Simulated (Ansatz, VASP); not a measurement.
# Re (Rhenium) in two plane-wave programs

One calculation is typed for both programs; each brings its own data sets. How far apart do they land? The cell is taken from a series of runs on this material, whose earlier steps may have relaxed, scaled, displaced or heated it; both programs get it as it stands.

Main program and level: Ansatz 0.2.0; plane waves, with VASP 6.6.1 beside it; zone-centre phonons at PBEsol.

## Step 1: Set-up

Symmetry: P6_3/mmc, No. 194, hexagonal system. Conventional cell: a = 2.668 Å, b = 2.668 Å, c = 4.525 Å, α = 90.00°, β = 90.00°, γ = 120.00°. Re has 12 Re at 2.67 to 2.74 Å nearest.

Structure file:

```cif
data_structure
_symmetry_space_group_name_H-M 'P6_3/mmc'
_symmetry_Int_Tables_number 194
_cell_length_a 2.6682
_cell_length_b 2.6682
_cell_length_c 4.5249
_cell_angle_alpha 90.000
_cell_angle_beta 90.000
_cell_angle_gamma 120.000
_cell_volume 27.90
loop_
_atom_site_label
_atom_site_type_symbol
_atom_site_symmetry_multiplicity
_atom_site_Wyckoff_symbol
_atom_site_fract_x
_atom_site_fract_y
_atom_site_fract_z
_atom_site_occupancy
Re1 Re 2 c 0.33333 0.66667 0.25000 1
```

## Step 2: VASP: zone-centre phonons, PBEsol

Second derivatives magnify differences that forces hide, and they need a tight electronic threshold.

Lines of VASP's logs that name or quote its potential files are left out, and so is its time.

INCAR

```
SYSTEM = Re
PREC = Accurate
ENCUT = 600
EDIFF = 1E-08
NELM = 120
ISMEAR = 1
SIGMA = 0.2
LREAL = .FALSE.
ALGO = Normal
GGA = PS
NBANDS = 13
LASPH = .TRUE.
LORBIT = 11
LWAVE = .FALSE.
LCHARG = .FALSE.
ISIF = 2
IBRION = 8
GGA_COMPAT = .FALSE.
KPAR = 2
```

POSCAR

```
Re
1.0
    2.6682308298      0.0000000000      0.0000000000
   -1.3341154149      2.3107556818      0.0000000000
    0.0000000000      0.0000000000      4.5249288252
Re
2
Direct
    0.3333333334      0.6666666668      0.2500000000
    0.6666666668      0.3333333334      0.7500000000
```

KPOINTS

```
Automatic mesh
0
Gamma
18 18 12
0 0 0
```

The projector-augmented-wave data sets are Re (PBE family, release 64).

The run is started by

```bash
mpirun -np 2 vasp_std
```

Numbers of over 12 decimals in the logs are rounded to 6 here.

What it wrote:

```text
[banner, memory and clock lines left out]
running    2 mpi-ranks, on    1 nodes
 distrk:  each k-point on    1 cores,    2 groups
 distr:  one band on    1 cores,    1 groups

 POSCAR found type information on POSCAR Re
 POSCAR found :  1 types and       2 ions
|                                                                             |
|               ----> ADVICE to this user running VASP <----                  |
|                                                                             |
|     You enforced a specific xc type in the INCAR file but a different       |
|     [... a line on the potential file left out ...]
|     I HOPE YOU KNOW WHAT YOU ARE DOING!                                     |
|                                                                             |

 LDA part: xc-table for (Slater+PW92), standard interpolation
 POSCAR, INCAR and KPOINTS ok, starting setup
 FFT: planning ... GRIDC
 FFT: planning ... GRID_SOFT
 FFT: planning ... GRID
 WAVECAR not read
 entering main loop
       N       E                     dE             d eps       ncg     rms          rms(c)
DAV:   1     0.313972085051E+02    0.31397E+02   -0.73908E+03 12810   0.147E+03
DAV:   2    -0.252582702243E+02   -0.56655E+02   -0.48140E+02 11295   0.340E+02
DAV:   3    -0.279709102423E+02   -0.27126E+01   -0.24059E+01 11591   0.950E+01
DAV:   4    -0.280176349735E+02   -0.46725E-01   -0.46150E-01 10836   0.658E+00
DAV:   5    -0.280182670543E+02   -0.63208E-03   -0.63176E-03 11281   0.108E+00    0.492E+01
DAV:   6    -0.269771969081E+02    0.10411E+01   -0.78713E-01 11588   0.248E+01    0.217E+01
DAV:   7    -0.266005227323E+02    0.37667E+00   -0.61838E-01 11871   0.214E+01    0.418E-01
DAV:   8    -0.265902367062E+02    0.10286E-01   -0.70899E-03 10492   0.698E-01    0.152E-01
DAV:   9    -0.265891729024E+02    0.10638E-02   -0.53048E-04 11781   0.241E-01    0.498E-02
DAV:  10    -0.265891791974E+02   -0.62950E-05   -0.70046E-05 11193   0.122E-01    0.172E-02
DAV:  11    -0.265891794643E+02   -0.26691E-06   -0.70889E-07 12150   0.153E-02    0.169E-03
DAV:  12    -0.265891792163E+02    0.24797E-06   -0.23332E-08  8081   0.640E-03    0.692E-04
DAV:  13    -0.265891792548E+02   -0.38469E-07   -0.83907E-09  6305   0.166E-03    0.241E-04
DAV:  14    -0.265891792460E+02    0.88228E-08   -0.35722E-09  5657   0.265E-03
   1 F= -.26589179E+02 E0= -.26589026E+02  d E =-.460608E-03
 Linear response reoptimize wavefunctions to high precision
DAV:   1    -0.265891792428E+02    0.31760E-08   -0.86936E-09  9011   0.143E-03
DAV:   2    -0.265891792428E+02   -0.22965E-10   -0.23264E-10  5412   0.374E-04
 Linear response DOF=           2
 Linear response progress:
  Degree of freedom:   1/  2
       N       E                     dE             d eps       ncg     rms          rms(c)
RMM:   1    -0.737085057230E-01   -0.73709E-01   -0.75238E+00 29928   0.174E+02
RMM:   2    -0.142253962467E+00   -0.68545E-01   -0.69190E-02 66167   0.278E+00    0.133E-01
RMM:   3    -0.141918893031E+00    0.33507E-03   -0.18978E-03 66728   0.377E-01    0.911E-02
RMM:   4    -0.141074020324E+00    0.84487E-03   -0.11313E-03 68409   0.346E-01    0.252E-02
RMM:   5    -0.141119829669E+00   -0.45809E-04   -0.48630E-05 65805   0.808E-02    0.993E-03
RMM:   6    -0.141129293187E+00   -0.94635E-05   -0.75102E-06 68822   0.310E-02    0.200E-03
RMM:   7    -0.141128281910E+00    0.10113E-05   -0.43445E-07 68503   0.608E-03    0.494E-04
RMM:   8    -0.141128024370E+00    0.25754E-06   -0.24347E-08 71164   0.182E-03    0.982E-05
RMM:   9    -0.141127726168E+00    0.29820E-06   -0.17846E-08 68891   0.726E-04    0.265E-05
RMM:  10    -0.141127750379E+00   -0.24211E-07   -0.28000E-08 69172   0.445E-04    0.175E-05
RMM:  11    -0.141127790874E+00   -0.40494E-07   -0.33700E-08 68463   0.453E-04    0.413E-06
RMM:  12    -0.141127790112E+00    0.76156E-09   -0.29532E-08 72866   0.443E-04    0.190E-06
 first order change of Fermi-energy  -0.16776E-04
 force on displaced ion       1 direction 1 :  -5.421   0.000   0.000
 Linear response progress:
  Degree of freedom:   2/  2
       N       E                     dE             d eps       ncg     rms          rms(c)
RMM:   1    -0.113636994851E+00   -0.11364E+00   -0.79474E+00 10287   0.179E+02
RMM:   2    -0.188069941739E+00   -0.74433E-01   -0.56364E-02 21092   0.335E+00    0.194E-01
RMM:   3    -0.189367965906E+00   -0.12980E-02   -0.67033E-03 22370   0.718E-01    0.112E-01
RMM:   4    -0.189492513212E+00   -0.12455E-03   -0.79349E-04 24255   0.196E-01    0.546E-02
RMM:   5    -0.189671478751E+00   -0.17897E-03   -0.33242E-04 22325   0.159E-01    0.865E-03
RMM:   6    -0.189705741156E+00   -0.34262E-04   -0.46676E-05 21809   0.458E-02    0.671E-03
RMM:   7    -0.189723902373E+00   -0.18161E-04   -0.36401E-06 21419   0.235E-02    0.310E-03
RMM:   8    -0.189718214544E+00    0.56878E-05    0.32734E-05 24364   0.807E-03    0.182E-03
RMM:   9    -0.189714461322E+00    0.37532E-05    0.90881E-06 20225   0.114E-02    0.419E-04
RMM:  10    -0.189715848738E+00   -0.13874E-05   -0.23383E-06 23643   0.330E-03    0.299E-04
RMM:  11    -0.189716095980E+00   -0.24724E-06   -0.15999E-06 22376   0.131E-03    0.222E-04
RMM:  12    -0.189715535283E+00    0.56070E-06   -0.59803E-07 22460   0.109E-03    0.672E-05
RMM:  13    -0.189715792119E+00   -0.25684E-06   -0.19659E-06 23248   0.918E-04    0.105E-05
RMM:  14    -0.189715653865E+00    0.13825E-06   -0.33563E-07 24944   0.574E-04    0.114E-05
[...]
RMM:  20    -0.189715737061E+00   -0.19242E-09   -0.87101E-07 21796   0.517E-04    0.418E-07
RMM:  21    -0.189715736397E+00    0.66450E-09   -0.67593E-07 21309   0.518E-04    0.389E-07
RMM:  22    -0.189715729769E+00    0.66279E-08   -0.24653E-07 22683   0.518E-04    0.318E-07
RMM:  23    -0.189715730035E+00   -0.26580E-09   -0.73351E-07 21936   0.516E-04    0.344E-07
RMM:  24    -0.189715732276E+00   -0.22408E-08   -0.76011E-07 21804   0.516E-04    0.386E-07
RMM:  25    -0.189715731514E+00    0.76127E-09   -0.46161E-07 21781   0.515E-04    0.431E-07
RMM:  26    -0.189715731521E+00   -0.63140E-11   -0.30606E-07 21793   0.515E-04    0.436E-07
RMM:  27    -0.189715732054E+00   -0.53299E-09   -0.10411E-07 22243   0.514E-04    0.384E-07
 first order change of Fermi-energy   0.55668E-04
 force on displaced ion       1 direction 3 :   0.000   0.000  -4.044
 Linear response finished
```

From OUTCAR (step 2):

```text
ion  position               nearest neighbor table
   1  0.333  0.667  0.250-   2 2.74   2 2.74   2 2.74   2 2.74   2 2.74   2 2.74
   2  0.667  0.333  0.750-   1 2.74   1 2.74   1 2.74   1 2.74   1 2.74   1 2.74

  LATTYP: Found a hexagonal cell.
 ALAT       =     2.6682308298
 C/A-ratio  =     1.6958535876

 Subroutine GETGRP returns: Found 24 space group operations
 (whereof 12 operations were pure point group operations)

The static configuration has the point symmetry D_3d.
 The point group associated with its full space group is D_6h.

 Found    259 irreducible k-points:

   k-points           NKPTS =    259   k-points in BZ     NKDIM =    259   number of bands    NBANDS=     13

   dimension x,y,z NGX =    24 NGY =   24 NGZ =   36
   dimension x,y,z NGXF=    48 NGYF=   48 NGZF=   72

   ENCUT  =  600.0 eV  44.10 Ry    6.64 a.u.   5.33  5.33  9.04*2*pi/ulx,y,z

   NELECT =      14.0000    total number of electrons

 k-points in reciprocal lattice and weights: Automatic mesh
   0.00000000  0.00000000  0.00000000       0.000
   0.05555556  0.00000000  0.00000000       0.002
   0.11111111  0.00000000  0.00000000       0.002
   0.16666667 -0.00000000  0.00000000       0.002
   0.22222222  0.00000000  0.00000000       0.002
   0.27777778  0.00000000  0.00000000       0.002
   0.33333333  0.00000000  0.00000000       0.002
   0.38888889  0.00000000  0.00000000       0.002
   0.44444444  0.00000000  0.00000000       0.002
[...]
0.33333333  0.27777778  0.50000000       0.003
   0.33333333  0.33333333  0.50000000       0.001

 average (electrostatic) potential at core
       1 -38.1850       2 -38.1850

  Total        5.1127101      5.1127101      0.1148379     -0.0000000      0.0000000      0.0000000
  in kB      293.6111667    293.6111667      6.5948756     -0.0000000      0.0000000      0.0000000
  external PRESSURE =     197.9390697 kB  Pullay stress =       0.0000000 kB

  energy-cutoff  :      600.00
  volume of cell :       27.90
      direct lattice vectors                 reciprocal lattice vectors
     2.668230830  0.000000000  0.000000000     0.374780169  0.216379431  0.000000000
    -1.334115415  2.310755682  0.000000000     0.000000000  0.432758862  0.000000000
     0.000000000  0.000000000  4.524928825     0.000000000  0.000000000  0.220997951

 POSITION                                       TOTAL-FORCE (eV/Angst)
 -----------------------------------------------------------------------------------
      0.00000      1.54050      1.13123        -0.000000      0.000000      0.000000
      1.33412      0.77025      3.39370         0.000000      0.000000      0.000000
 -----------------------------------------------------------------------------------
    total drift:                               -0.000000     -0.000000      0.000000

 Eigenvectors and eigenvalues of the dynamical matrix
 ----------------------------------------------------

   1 f  =    3.772298 THz    23.702048 2PiTHz  125.830320 cm-1    15.600964 meV
             X         Y         Z           dx          dy          dz
      0.000000  1.540504  1.131232     0.000000    0.707107    0.000000
      1.334115  0.770252  3.393697    -0.000000   -0.707107   -0.000000

   2 f  =    3.772298 THz    23.702048 2PiTHz  125.830320 cm-1    15.600964 meV
             X         Y         Z           dx          dy          dz
      0.000000  1.540504  1.131232     0.707107   -0.000000   -0.000000
      1.334115  0.770252  3.393697    -0.707107    0.000000    0.000000

   3 f  =    3.258239 THz    20.472120 2PiTHz  108.683157 cm-1    13.474988 meV
             X         Y         Z           dx          dy          dz
      0.000000  1.540504  1.131232     0.000000    0.000000   -0.707107
      1.334115  0.770252  3.393697    -0.000000   -0.000000    0.707107

   4 f  =    0.000000 THz     0.000000 2PiTHz    0.000002 cm-1     0.000000 meV
             X         Y         Z           dx          dy          dz
      0.000000  1.540504  1.131232    -0.677858    0.200098   -0.021676
      1.334115  0.770252  3.393697    -0.677858    0.200098   -0.021676

   5 f  =    0.000000 THz     0.000000 2PiTHz    0.000000 cm-1     0.000000 meV
             X         Y         Z           dx          dy          dz
      0.000000  1.540504  1.131232     0.114782    0.321775   -0.619101
      1.334115  0.770252  3.393697     0.114782    0.321775   -0.619101

   6 f/i=    0.000000 THz     0.000000 2PiTHz    0.000001 cm-1     0.000000 meV
             X         Y         Z           dx          dy          dz
      0.000000  1.540504  1.131232    -0.165330   -0.597011   -0.340946
      1.334115  0.770252  3.393697    -0.165330   -0.597011   -0.340946

 ELASTIC MODULI CONTR FROM IONIC RELAXATION (kBar)
 Direction    XX          YY          ZZ          XY          YZ          ZX
 --------------------------------------------------------------------------------
 XX        -110.3760    110.3760      0.0000     -0.0000      0.0000      0.0000
 YY         110.3760   -110.3760     -0.0000      0.0000      0.0000      0.0000
 ZZ           0.0000     -0.0000     -0.0000      0.0000      0.0000      0.0000
 XY          -0.0000      0.0000      0.0000   -110.3760      0.0000      0.0000
 YZ           0.0000      0.0000      0.0000      0.0000      0.0000      0.0000
 ZX           0.0000      0.0000      0.0000      0.0000      0.0000      0.0000
 --------------------------------------------------------------------------------
```

The data set Re keeps the semicore shell frozen, which is cheaper and a little less accurate.

(Continued in part 2 of 2.)

[Lines on the potential files, build, host, timing and source positions are cut from VASP's logs without a mark.]

[Logs are printed without paths, hosts, clocks, repeated set-up lines and the standing remarks that a program may print on its own settings, such as how far it seeks lower states.]

[Hosts, paths, dates, database ids (printed as entryN), source tags and the programs' standing remarks are cut or masked in the printed files.]
